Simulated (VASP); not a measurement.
**BaTiO3: GW quasiparticle gap**

How does the gap of BaTiO3 change from the starting functional to GW? The cell has space group P4mm. The start is a cell from a database of measured crystal structures.

Method: PBE, spin-orbit coupling, no spin polarisation; plane waves and PAW (Ba_sv_GW, Ti_sv_GW, O_GW), in the first sound run; inputs show where later runs differ, in VASP 6.6.1.

The database entry behind the starting cell differs from later determinations by our own check (c/a about 0.6 % short), so it need not match the best structure at ambient conditions.

## 1. The structure

The structure is tetragonal, space group P4mm (No. 99). The conventional cell has a = 4.000 Å, b = 4.000 Å, c = 4.018 Å, α = 90.00°, β = 90.00°, γ = 90.00°. Nearest to Ba lie 12 O at 2.79 to 2.88 Å. Nearest to Ti lie 6 O at 1.89 to 2.13 Å. Nearest to O lie 2 Ti at 1.89 to 2.13 Å and 4 Ba at 2.83 Å. Nearest to O lie 2 Ti at 2.00 Å and 4 Ba at 2.79 to 2.88 Å. Farther neighbours and most contacts between anions are not listed.

Coordinates:

```xyz
5
Lattice="3.9998 0.0000 0.0000 0.0000 3.9998 0.0000 0.0000 0.0000 4.0180" Properties=species:S:1:pos:R:3 pbc="T T T"
Ba    0.0000    0.0000    0.0000
Ti    1.9999    1.9999    1.9688
O     1.9999    1.9999    0.0763
O     1.9999    0.0000    2.0773
O     0.0000    1.9999    2.0773
```

## 2. Ground state

Many-body steps start from the orbitals of a self-consistent run, here PBE. A small SIGMA keeps every occupation at zero or full.

The input, INCAR:

```
SYSTEM = BaTiO3
PREC = Accurate
ENCUT = 440
EDIFF = 1E-08
NELM = 100
ISMEAR = 0
SIGMA = 0.01
LREAL = .FALSE.
ALGO = Normal
GGA = PE
LNONCOLLINEAR = .TRUE.
MAGMOM = 0 0 0 0 0 0 0 0 0 0 0 0 0 0 0
NBANDS = 52
GGA_COMPAT = .FALSE.
LASPH = .TRUE.
LSORBIT = .TRUE.
LMAXMIX = 4
LORBIT = 11
LWAVE = .TRUE.
LCHARG = .FALSE.
KPAR = 8
```

The input, POSCAR:

```
BaTiO3
1.0
    3.9998000000      0.0000000000      0.0000000000
    0.0000000000      3.9998000000      0.0000000000
    0.0000000000      0.0000000000      4.0180000000
Ba Ti O
1 1 3
Direct
    0.0000000000      0.0000000000      0.0000000000
    0.5000000000      0.5000000000      0.4900000000
    0.5000000000      0.5000000000      0.0190000000
    0.5000000000      0.0000000000      0.5170000000
    0.0000000000      0.5000000000      0.5170000000
```

The input, KPOINTS:

```
Automatic mesh
0
Gamma
4 4 4
0 0 0
```

PAW data sets: Ba_sv_GW, Ti_sv_GW and O_GW (PBE family, release 64).

Run with:

```bash
> mpirun -np 8 vasp_ncl
```

Log:

```text
[banner, memory and clock lines left out]
running    8 mpi-ranks, on    1 nodes
 distrk:  each k-point on    1 cores,    8 groups
 distr:  one band on    1 cores,    1 groups

 POSCAR found type information on POSCAR BaTiO
 POSCAR found :  3 types and       5 ions
|                                                                             |
|           W    W    AA    RRRRR   N    N  II  N    N   GGGG   !!!           |
|           W    W   A  A   R    R  NN   N  II  NN   N  G    G  !!!           |
|           W    W  A    A  R    R  N N  N  II  N N  N  G       !!!           |
|           W WW W  AAAAAA  RRRRR   N  N N  II  N  N N  G  GGG   !            |
|           WW  WW  A    A  R   R   N   NN  II  N   NN  G    G                |
|           W    W  A    A  R    R  N    N  II  N    N   GGGG   !!!           |
|                                                                             |
|     For optimal performance we recommend to set                             |
|       NCORE = 2 up to number-of-cores-per-socket                            |
|     NCORE specifies how many cores store one orbital (NPAR=cpu/NCORE).      |
|     This setting can greatly improve the performance of VASP for DFT.       |
|     The default, NCORE=1 might be grossly inefficient on modern             |
|     multi-core architectures or massively parallel machines. Do your        |
|     Unfortunately you need to use the default for GW and RPA                |
|     calculations (for HF NCORE is supported but not extensively tested      |
|     yet).                                                                   |
|                                                                             |

 LDA part: xc-table for (Slater+PW92), standard interpolation
 POSCAR, INCAR and KPOINTS ok, starting setup
 FFT: planning ... GRIDC
 FFT: planning ... GRID_SOFT
 FFT: planning ... GRID
 WAVECAR not read
 entering main loop
       N       E                     dE             d eps       ncg     rms          rms(c)
DAV:   1     0.770725158616E+03    0.77073E+03   -0.15513E+04  2608   0.151E+03
DAV:   2     0.113269477871E+03   -0.65746E+03   -0.62815E+03  4152   0.859E+02
DAV:   3    -0.421154963085E+02   -0.15538E+03   -0.14562E+03  4608   0.384E+02
DAV:   4    -0.575709914569E+02   -0.15455E+02   -0.15192E+02  4656   0.152E+02
DAV:   5    -0.583518306691E+02   -0.78084E+00   -0.76963E+00  4576   0.394E+01    0.214E+01
DAV:   6    -0.437743428803E+02    0.14577E+02   -0.67880E+01  4528   0.930E+01    0.947E+00
DAV:   7    -0.440753980123E+02   -0.30106E+00   -0.10150E+01  4520   0.501E+01    0.554E+00
DAV:   8    -0.440255683660E+02    0.49830E-01   -0.70640E-01  4576   0.123E+01    0.425E+00
DAV:   9    -0.440276393941E+02   -0.20710E-02   -0.90553E-02  4272   0.503E+00    0.142E+00
DAV:  10    -0.440201576791E+02    0.74817E-02   -0.29155E-02  4528   0.293E+00    0.238E-01
DAV:  11    -0.440208912900E+02   -0.73361E-03   -0.43813E-03  4592   0.678E-01    0.101E-01
DAV:  12    -0.440209701058E+02   -0.78816E-04   -0.25636E-04  4448   0.246E-01    0.494E-02
DAV:  13    -0.440210096825E+02   -0.39577E-04   -0.13769E-04  4192   0.196E-01    0.182E-02
DAV:  14    -0.440210075044E+02    0.21781E-05   -0.16476E-05  4408   0.955E-02    0.127E-02
DAV:  15    -0.440210071477E+02    0.35666E-06   -0.25391E-06  4544   0.214E-02    0.633E-03
DAV:  16    -0.440210069862E+02    0.16151E-06   -0.65573E-07  4448   0.883E-03    0.205E-03
DAV:  17    -0.440210069798E+02    0.63987E-08   -0.35214E-07  4416   0.108E-02    0.134E-03
DAV:  18    -0.440210069799E+02   -0.86857E-10   -0.45507E-08  3576   0.509E-03
   1 F= -.44021007E+02 E0= -.44021007E+02  d E =-.142325-144  mag=    -0.0000    -0.0000    -0.0000
 writing wavefunctions
```

Elapsed: 62 s, on 8 MPI ranks of AMD EPYC 7R43, shared host; peak memory 2.4 GiB; 8.1 min of CPU time.

Lines that name or quote the potential files are left out of all logs, and their timing lines are given in words.

OUTCAR, selected parts (step 2):

```text
ion  position               nearest neighbor table
   1  0.000  0.000  0.000-
   2  0.500  0.500  0.490-   3 1.89   4 2.00   5 2.00   4 2.00   5 2.00   3 2.13
   3  0.500  0.500  0.019-   2 1.89   2 2.13
   4  0.500  0.000  0.517-   2 2.00   2 2.00
   5  0.000  0.500  0.517-   2 2.00   2 2.00

  LATTYP: Found a simple tetragonal cell.
 ALAT       =     3.9998000000
 C/A-ratio  =     1.0045502275

 Subroutine GETGRP returns: Found  8 space group operations
 (whereof  8 operations were pure point group operations)

The static configuration has the point symmetry C_4v.

 Found     24 irreducible k-points:

   k-points           NKPTS =     24   k-points in BZ     NKDIM =     24   number of bands    NBANDS=     52

   dimension x,y,z NGX =    28 NGY =   28 NGZ =   28
   dimension x,y,z NGXF=    56 NGYF=   56 NGZF=   56

   ENCUT  =  440.0 eV  32.34 Ry    5.69 a.u.   6.84  6.84  6.87*2*pi/ulx,y,z

   NELECT =      40.0000    total number of electrons

 k-points in reciprocal lattice and weights: Automatic mesh
   0.00000000  0.00000000  0.00000000       0.016
   0.25000000  0.00000000  0.00000000       0.062
   0.50000000  0.00000000  0.00000000       0.031
   0.25000000  0.25000000  0.00000000       0.062
   0.50000000  0.25000000  0.00000000       0.062
   0.50000000  0.50000000  0.00000000       0.016
   0.00000000  0.00000000  0.25000000       0.016
   0.00000000  0.00000000 -0.25000000       0.016
   0.25000000  0.00000000  0.25000000       0.062
[...]
0.50000000  0.25000000  0.50000000       0.062
   0.50000000  0.50000000  0.50000000       0.016

 average (electrostatic) potential at core
       1 -77.8258       2 -98.4097       3 -68.2080       4 -68.0979       5 -68.0979

 E-fermi :   5.5943

 k-point     1 :       0.0000    0.0000    0.0000
  band No.  band energies     occupation
    ...
     36       5.0691      1.00000
     37       5.1951      1.00000
     38       5.1951      1.00000
     39       5.2030      1.00000
     40       5.2030      1.00000
     41       7.2337      0.00000
     42       7.2337      0.00000
     43       7.4358      0.00000
     44       7.4359      0.00000
     45       7.4597      0.00000
    ...

 k-point     2 :       0.2500    0.0000    0.0000
  band No.  band energies     occupation
    ...
     36       4.2182      1.00000
     37       4.7663      1.00000
     38       4.7741      1.00000
     39       4.8804      1.00000
     40       4.8936      1.00000
     41       7.4960      0.00000
     42       7.4982      0.00000
     43       8.1645      0.00000
     44       8.1712      0.00000
     45       8.1914      0.00000
    ...

 k-point     3 :       0.5000    0.0000    0.0000
  band No.  band energies     occupation
    ...
     36       3.7341      1.00000
     37       4.5016      1.00000
     38       4.5016      1.00000
     39       4.6112      1.00000
     40       4.6112      1.00000
     41       7.5562      0.00000
     42       7.5562      0.00000
     43       8.9298      0.00000
     44       8.9298      0.00000
     45       8.9736      0.00000
    ...

  Total       -0.3465803     -0.3465803      0.0055491      0.0000000      0.0000000      0.0000000
  in kB       -8.6382943     -8.6382943      0.1383069      0.0000000      0.0000000      0.0000000
  external PRESSURE =      -5.7127606 kB  Pullay stress =       0.0000000 kB

  energy-cutoff  :      440.00
  volume of cell :       64.28
      direct lattice vectors                 reciprocal lattice vectors
     3.999800000  0.000000000  0.000000000     0.250012501  0.000000000  0.000000000
     0.000000000  3.999800000  0.000000000     0.000000000  0.250012501  0.000000000
     0.000000000  0.000000000  4.018000000     0.000000000  0.000000000  0.248880040

 POSITION                                       TOTAL-FORCE (eV/Angst)
 -----------------------------------------------------------------------------------
      0.00000      0.00000      0.00000         0.000000      0.000000      0.039569
      1.99990      1.99990      1.96882        -0.000000     -0.000000     -0.229398
      1.99990      1.99990      0.07634        -0.000000      0.000000      0.339001
      1.99990      0.00000      2.07731        -0.000000      0.000000     -0.074586
      0.00000      1.99990      2.07731         0.000000      0.000000     -0.074586
 -----------------------------------------------------------------------------------
    total drift:                                0.000000      0.000000      0.000093

  FREE ENERGIE OF THE ION-ELECTRON SYSTEM (eV)
  ---------------------------------------------------
  free  energy   TOTEN  =       -44.0210069799 eV

  energy  without entropy=      -44.0210069799  energy(sigma->0) =      -44.02100698

 Spin-Orbit-Coupling matrix elements
 Ion:    1  E_soc:     -0.4466689
 Ion:    2  E_soc:     -0.0227914
 Ion:    3  E_soc:     -0.0002806
 Ion:    4  E_soc:     -0.0002808
 Ion:    5  E_soc:     -0.0002808

 total charge
# of ion       s       p       d       f       tot
--------------------------------------------------
    1        1.799   4.587   0.120   0.026   6.532
    2        2.217   6.117   1.417   0.036   9.787
    3        1.550   3.430   0.000   0.000   4.980
    4        1.547   3.430   0.000   0.000   4.977
    5        1.547   3.430   0.000   0.000   4.977
--------------------------------------------------
tot          8.660  20.995   1.537   0.062  31.253

 magnetization (x)
# of ion       s       p       d       f       tot
--------------------------------------------------
    1        0.000   0.000  -0.000  -0.000  -0.000
    2        0.000   0.000  -0.000   0.000  -0.000
    3        0.000   0.000   0.000   0.000   0.000
    4        0.000   0.000   0.000   0.000   0.000
    5        0.000   0.000   0.000   0.000   0.000
--------------------------------------------------
tot          0.000   0.000  -0.000  -0.000   0.000

 magnetization (y)
# of ion       s       p       d       f       tot
--------------------------------------------------
    1       -0.000   0.000  -0.000  -0.000  -0.000
    2        0.000   0.000   0.000   0.000   0.000
    3       -0.000   0.000   0.000   0.000  -0.000
    4        0.000   0.000   0.000   0.000   0.000
    5        0.000   0.000   0.000   0.000   0.000
--------------------------------------------------
tot         -0.000   0.000  -0.000  -0.000  -0.000

 magnetization (z)
# of ion       s       p       d       f       tot
--------------------------------------------------
    1        0.000   0.000   0.000   0.000   0.000
    2        0.000   0.000  -0.000  -0.000  -0.000
    3        0.000   0.000   0.000   0.000   0.000
    4        0.000   0.000   0.000   0.000   0.000
    5        0.000   0.000   0.000   0.000   0.000
--------------------------------------------------
tot          0.000   0.000  -0.000  -0.000   0.000

[... 3 further parts left out ...]
```

The gap is read on the k-mesh alone, so it is an upper bound where the band edges lie off the mesh. LASPH is switched on together with spin-orbit coupling, so the change from the scalar run holds both.

A gap read on the k-mesh alone can miss the band edges.

Numbers from this step:

| Item | Value |
| --- | --- |
| free energy (TOTEN) | -44.02 eV |
| Fermi energy | 5.594 eV |
| pressure | -0.5713 GPa |
| gap on the k-mesh | 1.819 eV |
| least direct gap on the k-mesh | 2.031 eV |

The spin moment in the PAW sphere vanishes on all atoms.

On-site spin-orbit energy by atom:

| atom | on-site spin-orbit energy (eV) |
| --- | --- |
| Ba1 | -0.447 |
| Ti2 | -0.023 |
| O3 | 0.000 |
| O4 | 0.000 |
| O5 | 0.000 |

The cell has a gap of 1.82 eV on this mesh. Forces of up to 0.34 eV/Å remain in these settings.

## 3. Empty bands, SOC yes, program vasp ncl

The next step needs empty bands that the ground-state run didn't converge, so the Hamiltonian is diagonalised exactly for NBANDS bands, in a single step. LOPTICS writes the k-derivatives of the orbitals (WAVEDER), which give the long-wavelength limit of the screening.

The input, INCAR:

```
SYSTEM = BaTiO3
PREC = Accurate
ENCUT = 440
ISMEAR = 0
SIGMA = 0.01
LREAL = .FALSE.
GGA = PE
LNONCOLLINEAR = .TRUE.
MAGMOM = 0 0 0 0 0 0 0 0 0 0 0 0 0 0 0
NBANDS = 384
GGA_COMPAT = .FALSE.
LASPH = .TRUE.
LSORBIT = .TRUE.
LMAXMIX = 4
ALGO = Exact
NELM = 1
LWAVE = .TRUE.
LCHARG = .FALSE.
LOPTICS = .TRUE.
NEDOS = 1000
CSHIFT = 0.1
```

POSCAR is that of step 2.

KPOINTS is that of step 2.

Run with:

```bash
> mpirun -np 8 vasp_ncl
```

Log:

```text
[banner, memory and clock lines left out]
running    8 mpi-ranks, on    1 nodes
 distrk:  each k-point on    8 cores,    1 groups
 distr:  one band on    1 cores,    8 groups

 POSCAR found type information on POSCAR BaTiO
 POSCAR found :  3 types and       5 ions
 [... a notice as in an earlier step ...]

 LDA part: xc-table for (Slater+PW92), standard interpolation
 found WAVECAR, reading the header
  number of bands has changed, file:    52 present:   384
  trying to continue reading WAVECAR, but it might fail
 POSCAR, INCAR and KPOINTS ok, starting setup
 FFT: planning ... GRIDC
 FFT: planning ... GRID_SOFT
 FFT: planning ... GRID
 reading WAVECAR
 random initialization beyond band           52
 the WAVECAR file was read successfully
 initial charge from wavefunction
 entering main loop
       N       E                     dE             d eps       ncg     rms          rms(c)
DIA:   1    -0.440210070055E+02   -0.44021E+02    0.00000E+00     0   0.000E+00
   1 F= -.44021007E+02 E0= -.44021007E+02  d E =-.197095E-19  mag=    -0.0000    -0.0000     0.0000
 writing wavefunctions
 optical routines
 imaginary and real dielectric function
 recalculating local potential from charge density
 direction            1
 direction            2
 direction            3
```

The job ended after 3.9 min (8 MPI ranks; peak memory 5.5 GiB; 31 min of CPU time).

From OUTCAR (step 3):

```text
The static configuration has the point symmetry C_4v.

 Found     24 irreducible k-points:

   k-points           NKPTS =     24   k-points in BZ     NKDIM =     24   number of bands    NBANDS=    384

   NELECT =      40.0000    total number of electrons

 E-fermi :   5.4742

 k-point     1 :       0.0000    0.0000    0.0000
  band No.  band energies     occupation
    ...
     36       5.0690      1.00000
     37       5.1950      1.00000
     38       5.1950      1.00000
     39       5.2029      1.00000
     40       5.2029      1.00000
     41       7.2338      0.00000
     42       7.2338      0.00000
     43       7.4359      0.00000
     44       7.4359      0.00000
     45       7.4598      0.00000
    ...

 k-point     2 :       0.2500    0.0000    0.0000
  band No.  band energies     occupation
    ...
     36       4.2181      1.00000
     37       4.7662      1.00000
     38       4.7740      1.00000
     39       4.8803      1.00000
     40       4.8935      1.00000
     41       7.4961      0.00000
     42       7.4982      0.00000
     43       8.1645      0.00000
     44       8.1712      0.00000
     45       8.1915      0.00000
    ...

  Total       -0.3455497     -0.3455497      0.0066108      0.0000000      0.0000000      0.0000000
  in kB       -8.6126057     -8.6126057      0.1647688      0.0000000      0.0000000      0.0000000
  external PRESSURE =      -5.6868142 kB  Pullay stress =       0.0000000 kB

 POSITION                                       TOTAL-FORCE (eV/Angst)
 -----------------------------------------------------------------------------------
      0.00000      0.00000      0.00000         0.000000      0.000000      0.039605
      1.99990      1.99990      1.96882        -0.000000     -0.000000     -0.229293
      1.99990      1.99990      0.07634         0.000000      0.000000      0.338952
      1.99990      0.00000      2.07731         0.000000      0.000000     -0.074632
      0.00000      1.99990      2.07731         0.000000      0.000000     -0.074632
 -----------------------------------------------------------------------------------
    total drift:                                0.000000      0.000000      0.000085

  FREE ENERGIE OF THE ION-ELECTRON SYSTEM (eV)
  ---------------------------------------------------
  free  energy   TOTEN  =       -44.0210070055 eV

  energy  without entropy=      -44.0210070055  energy(sigma->0) =      -44.02100701

 plasma frequency squared (from intraband transitions) (eV^2)
  --------------------------------------------------------------------------------------
       0.000       0.000       0.000
       0.000       0.000       0.000
       0.000       0.000       0.000

 Spin-Orbit-Coupling matrix elements
 Ion:    1  E_soc:     -0.4466682
 Ion:    2  E_soc:     -0.0227914
 Ion:    3  E_soc:     -0.0002806
 Ion:    4  E_soc:     -0.0002808
 Ion:    5  E_soc:     -0.0002808

[... 7 parts as in an earlier step ...]

[... 5 further parts left out ...]
```

Numbers from this step:

```yaml
gap_on_the_k_mesh: 1.820 eV
```

WAVECAR now holds 384 bands for 40 electrons. Its independent-particle dielectric tensor has xx, yy, zz = 6.9, 6.9, 6.7 on this mesh, which isn't tested for convergence in mesh or bands and lacks local fields.

(Continued in part 2 of 3.)

[Lines on the potential files, build, host, timing and source positions are cut from VASP's logs without a mark.]

[Logs are printed without paths, hosts, clocks, repeated set-up lines and the standing remarks that a program may print on its own settings, such as how far it seeks lower states.]

[Hosts, paths, dates, database ids (printed as entryN), source tags and the programs' standing remarks are cut or masked in the printed files.]

[Pressures printed for these runs are not shown converged in the cutoff: they can be off by several GPa and have the wrong sign.]
